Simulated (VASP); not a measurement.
# NGeClH4 in VASP: settings compared, part 2 of 2

VASP 6.6.1.

## 3. Single point, B3LYP+D4

POSCAR reads:

```
GeH4NCl
1.0
   13.0000000000      0.0000000000      0.0000000000
    0.0000000000     12.0000000000      0.0000000000
    0.0000000000      0.0000000000     13.0000000000
N Ge Cl H
1 1 1 4
Direct
    0.4331115400      0.5942791700      0.4462730800
    0.5387115400      0.5515958300      0.5290346200
    0.5244500000      0.3801041700      0.5814423100
    0.3632653800      0.5952208300      0.4803576900
    0.4280346200      0.5525458300      0.3789653800
    0.5371269200      0.6233958300      0.6262653800
    0.6387346200      0.5564291700      0.4672038500
```

INCAR.step1 reads:

```
SYSTEM = GeH4NCl
PREC = Accurate
ENCUT = 900
EDIFF = 1E-5
ISMEAR = 0
SIGMA = 0.01
LREAL = .False.
LASPH = .True.
NELM = 60
ALGO = Normal
ISIF = 2
LWAVE = .True.
LCHARG = .False.
NBANDS = 24
GGA = PE
```

INCAR.step2 reads:

```
SYSTEM = GeH4NCl
PREC = Accurate
ENCUT = 900
EDIFF = 1E-6
ISMEAR = 0
SIGMA = 0.01
LREAL = .False.
LASPH = .True.
NELM = 60
ALGO = Normal
ISIF = 2
LWAVE = .False.
LCHARG = .False.
GGA = B3
LHFCALC = .True.
AEXX = 0.2
AGGAX = 0.72
AGGAC = 0.81
ALDAC = 0.19
PRECFOCK = Fast
IVDW = 13
NBANDS = 24
ISTART = 1
```

KPOINTS reads:

```
Automatic mesh
0
Gamma
  1 1 1
  0 0 0
```

Potentials or basis: VASP PAW PBE potentials, release 64 (N_h, Ge_h, Cl_h, H_h).

The run is started by

```bash
$ cat potpaw_PBE.64/N_h/POTCAR potpaw_PBE.64/Ge_h/POTCAR potpaw_PBE.64/Cl_h/POTCAR potpaw_PBE.64/H_h/POTCAR > POTCAR
$ cp INCAR.step1 INCAR
$ mpirun -np 1 vasp_gam > vasp.out
$ cp INCAR.step2 INCAR
$ mpirun -np 1 vasp_gam > vasp.out
```

OUTCAR:

```text
SYSTEM = GeH4NCl
   PREC = Accurate
   ENCUT = 900
   EDIFF = 1E-6
   ISMEAR = 0
   LREAL = .False.
   LASPH = .True.
   NELM = 60
   ISIF = 2
   GGA = B3
   LHFCALC = .True.
   AEXX = 0.2
   PRECFOCK = Fast
   IVDW = 13
   ISTART = 1

 ion  position               nearest neighbor table
   1  0.433  0.594  0.446-   5 1.01   4 1.01   2 1.82
   2  0.539  0.552  0.529-   7 1.53   6 1.53   1 1.82   3 2.18
   3  0.524  0.380  0.581-   2 2.18
   4  0.363  0.595  0.480-   1 1.01
   5  0.428  0.553  0.379-   1 1.01
   6  0.537  0.623  0.626-   2 1.53
   7  0.639  0.556  0.467-   2 1.53

  LATTYP: Found a simple tetragonal cell.
 ALAT       =    13.0000000000
 C/A-ratio  =     0.9230769231

  Lattice vectors:

 A1 = ( -13.0000000000,   0.0000000000,   0.0000000000)
 A2 = (   0.0000000000,   0.0000000000,  13.0000000000)
 A3 = (   0.0000000000,  12.0000000000,   0.0000000000)

Analysis of symmetry for initial positions (statically):
=====================================================================
 Subroutine PRICEL returns:
 Original cell was already a primitive cell.

 Routine SETGRP: Setting up the symmetry group for a
 simple tetragonal supercell.

 Subroutine GETGRP returns: Found  1 space group operations
 (whereof  1 operations were pure point group operations)
 out of a pool of 16 trial point group operations.

The static configuration has the point symmetry C_1 .

Analysis of symmetry for dynamics (positions and initial velocities):
=====================================================================
 Subroutine PRICEL returns:
 Original cell was already a primitive cell.

 Routine SETGRP: Setting up the symmetry group for a
 simple tetragonal supercell.

 Subroutine GETGRP returns: Found  1 space group operations
 (whereof  1 operations were pure point group operations)
 out of a pool of 16 trial point group operations.

[... 116 lines left out ...]
   NKREDY  =     1    reduce k-point grid by
   NKREDZ  =     1    reduce k-point grid by
   AEXX    =    0.2000 exact exchange contribution
   HFSCREEN=    0.0000 screening length (either q_TF or 0.3 A-1)
   HFSCREENC=   0.0000 screening length for correlation (either q_TF or 0.3 A-1)
   ENCUTFOCK=  -1.0 apply spherical cutoff to Coloumb kernel
   IVDW    =    13    specifies the selected vdW correction
   LEPSILON=     F    determine dielectric tensor
   LRPA    =     F    only Hartree local field effects (RPA)
 non-spin polarized calculation
 Gauss-broadening in eV      SIGMA  =   0.01
  energy-cutoff  :      900.00
  volume of cell :     2028.00
 maximum number of plane-waves:     62196
 NGX is ok and might be reduce to   126
  NGX = 70; NGY = 60; NGZ = 70

 number of electron      30.0000003 magnetization

 Free energy of the ion-electron system (eV)
  ---------------------------------------------------
  ext. energy  EPLUGINS =         0.00000000
  ---------------------------------------------------
  free energy    TOTEN  =       -35.34755469 eV

  energy without entropy =      -35.34755469  energy(sigma->0) =      -35.34755469

 E-fermi :  -7.3457     XC(G=0):  -0.5675

 val. band max:       -7.4415637391   @ k =   0.0000   0.0000   0.0000
 cond. band min:      -0.3397281145   @ k =   0.0000   0.0000   0.0000
 fundamental gap:      7.1018356246
 Fermi energy:        -7.3456623577

 k-point     1 :       0.0000    0.0000    0.0000
  band No.  band energies     occupation
      1     -32.5831      2.00000
      2     -32.5475      2.00000
      3     -32.4937      2.00000
      4     -32.4197      2.00000
      5     -32.4120      2.00000
      6     -23.2399      2.00000
[... 16 lines left out ...]
     23       1.1091      0.00000
     24       1.2208      0.00000

------------------------ aborting loop because EDIFF is reached ----------------------------------------

  DFT-D4 for vdW energy calculation

  Edisp (eV):   -0.21104

  FORCE on cell =-STRESS in cart. coord.  units (eV):
  Direction    XX          YY          ZZ          XY          YZ          ZX
  --------------------------------------------------------------------------------------
  -------------------------------------------------------------------------------------
  Total      -0.03957     0.44274    -0.12277    -0.03207    -0.36305     0.26218
  in kB      -0.03126     0.34978    -0.09699    -0.02534    -0.28682     0.20713
  external pressure =        0.07 kB  Pullay stress =        0.00 kB

 VOLUME and BASIS-vectors are now :
 -----------------------------------------------------------------------------
  energy-cutoff  :      900.00
  volume of cell :     2028.00
      direct lattice vectors                 reciprocal lattice vectors
    13.000000000  0.000000000  0.000000000     0.076923077  0.000000000  0.000000000
     0.000000000 12.000000000  0.000000000     0.000000000  0.083333333  0.000000000
     0.000000000  0.000000000 13.000000000     0.000000000  0.000000000  0.076923077

 POSITION                                       TOTAL-FORCE (eV/Angst)
 -----------------------------------------------------------------------------------
      5.63045      7.13135      5.80155        -0.167316      0.051401     -0.124662
      7.00325      6.61915      6.87745         0.320054      0.327415      0.083160
      6.81785      4.56125      7.55875        -0.032308     -0.325197      0.104660
      4.72245      7.14265      6.24465        -0.010481      0.007380     -0.009147
      5.56445      6.63055      4.92655        -0.011154      0.003090     -0.012349
      6.98265      7.48075      8.14145        -0.002949     -0.060646     -0.093908
      8.30355      6.67715      6.07365        -0.095846     -0.003442      0.052247
 -----------------------------------------------------------------------------------
    total drift:                               -0.000900      0.003683     -0.000738

  FREE ENERGIE OF THE ION-ELECTRON SYSTEM (eV)
  ---------------------------------------------------
  free  energy   TOTEN  =       -35.5585984301 eV

  energy  without entropy=      -35.5585984301  energy(sigma->0) =      -35.55859843
```

Run time: 12 min. Hardware: 1 thread of Intel Xeon 6975P-C (Granite Rapids), shared host; peak memory 3.1 GiB.

What came out:

| Item | Value |
| --- | --- |
| Free energy | -35.5586 eV |
| Largest force | 0.465 eV/Å |
| Gap between the frontier levels | 7.10 eV |
| Dispersion energy per atom | -0.030 eV |

Forces on the atoms (eV/Å):
```
N   -0.167  0.051 -0.125
Ge   0.320  0.327  0.083
Cl  -0.032 -0.325  0.105
H   -0.010  0.007 -0.009
H   -0.011  0.003 -0.012
H   -0.003 -0.061 -0.094
H   -0.096 -0.003  0.052
```

Caveat: the cutoff is under 1.25 times the usual one of these potentials, so pressure, stress and relaxed cells hold a basis-set (Pulay) error; the PAW data sets were made with another functional, which shifts forces and pressure a little.

## 4. Relaxation of the atoms, PBE+D3(BJ)

INCAR reads:

```
SYSTEM = GeH4NCl
  ALGO = Fast
  EDIFF = 1E-6
  EDIFFG = -0.01
  ENCUT = 520
  GGA = PE
  IBRION = 2
  ISIF = 2
  ISMEAR = 0
  IVDW = 12
  LASPH = .True.
  LCHARG = .False.
  LREAL = .False.
  LWAVE = .False.
  NELM = 60
  NSW = 40
  PREC = Accurate
  SIGMA = 0.01
```

KPOINTS reads:

```
k-points
0
Gamma
  1 1 1
  0 0 0
```

POSCAR reads:

```
GeH4NCl
1.0
   13.0000000000      0.0000000000      0.0000000000
    0.0000000000     12.0000000000      0.0000000000
    0.0000000000      0.0000000000     13.0000000000
N Ge Cl H
1 1 1 4
Cartesian
    5.6304500200      7.1313500400      5.8015500400
    7.0032500200      6.6191499600      6.8774500600
    6.8178500000      4.5612500400      7.5587500300
    4.7224499400      7.1426499600      6.2446499700
    5.5644500600      6.6305499600      4.9265499400
    6.9826499600      7.4807499600      8.1414499400
    8.3035500600      6.6771500400      6.0736500500
```

Potentials or basis: VASP PAW PBE potentials, release 64 (N, Ge_d, Cl, H).

The run is started by

```bash
$ cat potpaw_PBE.64/N/POTCAR potpaw_PBE.64/Ge_d/POTCAR potpaw_PBE.64/Cl/POTCAR potpaw_PBE.64/H/POTCAR > POTCAR
$ mpirun -np 1 vasp_gam > vasp.out
```

It took 9.1 min on 1 thread of Intel Xeon 6975P-C (Granite Rapids), shared host; peak memory 1.7 GiB.

Results (log left out):

| Quantity | Value |
| --- | --- |
| Free energy | -30.0680 eV |
| Energy gained by relaxing | 1.2 meV/atom |
| Ionic steps | 13 |
| Largest force after relaxing | 0.007 eV/Å |
| Gap between the frontier levels | 5.38 eV |
| Dispersion energy per atom | -0.019 eV |

Forces on the atoms (eV/Å):
```
N    0.000  0.001 -0.004
Ge   0.001  0.002  0.001
Cl   0.001  0.004  0.000
H    0.000  0.001  0.007
H    0.006 -0.003 -0.001
H   -0.004 -0.002 -0.002
H   -0.004 -0.003 -0.001
```

Step by step:
```
step  energy change (eV)  largest force (eV/Å)  pressure (GPa)
   1              0.0000                0.3403            0.04
   2              0.0014                0.7489           -0.02
   3             -0.0056                0.3103            0.01
   4             -0.0062                0.3095           -0.01
   5             -0.0075                0.1244            0.00
   6             -0.0082                0.0476           -0.01
   7             -0.0083                0.0448           -0.01
   8             -0.0084                0.0295           -0.01
   9             -0.0084                0.0379           -0.01
  10             -0.0085                0.0547           -0.01
  11             -0.0085                0.0312           -0.01
  12             -0.0085                0.0233           -0.01
  13             -0.0085                0.0072           -0.01
```

Final structure:
```yaml
crystal:
  lattice:
    - [13.00000, 0.00000, 0.00000]
    - [0.00000, 12.00000, 0.00000]
    - [0.00000, 0.00000, 13.00000]
  atoms:
    - { symbol: N, position: [0.43308, 0.59594, 0.44564] }
    - { symbol: Ge, position: [0.53906, 0.55196, 0.52914] }
    - { symbol: Cl, position: [0.52455, 0.37870, 0.58202] }
    - { symbol: H, position: [0.36291, 0.59490, 0.48059] }
    - { symbol: H, position: [0.42795, 0.55200, 0.37875] }
    - { symbol: H, position: [0.53701, 0.62361, 0.62644] }
    - { symbol: H, position: [0.63888, 0.55646, 0.46695] }
```

Levels at points of the mesh, in eV from the valence-band top:
```csv
k point,band 12,band 13,band 14,band 15,band 16,band 17,band 18,band 19
"(0.00, 0.00, 0.00)",-2.50,-0.93,-0.66,0.00,5.38,5.58,6.15,6.59
```

Expect the measured gap to be larger: semilocal functionals such as PBE lack the derivative discontinuity.

## 5. Overview

```csv
task,level,potentials or basis,cell,cutoff (eV),grid for exact exchange (PRECFOCK),screening parameter,exchange at q = 0,gap on the mesh (eV),largest force (eV/Å)
single point,HSE06+D4,"VASP PAW PBE potentials, release 64 (N_h, Ge_h, Cl_h, H_h)",as given,900,Fast,0.2 1/A,-,6.87,0.16
single point,B3LYP+D4,"VASP PAW PBE potentials, release 64 (N_h, Ge_h, Cl_h, H_h)",as given,900,Fast,-,default,7.10,0.47
relaxation of the atoms,PBE+D3(BJ),"VASP PAW PBE potentials, release 64 (N, Ge_d, Cl, H)",atoms relaxed,520,-,-,-,5.38,0.01
```

Alike in all rows: no spin polarisation; k mesh 1 × 1 × 1; smearing gaussian 0.01 eV.

Caveats: the cutoff is under 1.25 times the usual one of these potentials, so pressure, stress and relaxed cells hold a basis-set (Pulay) error (some runs); the PAW data sets were made with another functional, which shifts forces and pressure a little (some runs).

Total energies depend on the potentials used, so only differences within one code and one set of settings carry meaning.
